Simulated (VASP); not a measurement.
Data:

```
CELL_PARAMETERS angstrom
      4.30516     0.00000     0.00000
      0.00000     4.30516     0.00000
      0.00000     0.00000     4.30516
ATOMIC_POSITIONS crystal
  Cu 0.75000 0.25000 0.75000
  Cu 0.25000 0.75000 0.75000
  Cu 0.75000 0.75000 0.25000
  Cu 0.25000 0.25000 0.25000
  O  0.00000 0.00000 0.00000
  O  0.50000 0.50000 0.50000
```

Method: PW91 GGA, VASP's PBE PAW potentials (set 64) (plane waves; VASP). Numerical set-up: 520 eV cut-off, 5×5×5 Γ-centred mesh, Gaussian smearing of 0.050 eV, potentials Cu O.

Q: Estimate the energy per atom (σ→0), band gap (on the k-mesh) with the smallest direct gap where there is one.

A: 
```json
{
  "band gap (on the k-mesh)": "0.49 eV",
  "smallest direct gap (on the k-mesh)": "0.49 eV",
  "energy per atom (σ→0)": "-4.586 eV/atom"
}
```

Only differences to runs with the same potentials and settings are physical.

The compound is Cu2O in the cuprite structure. It was relaxed first.
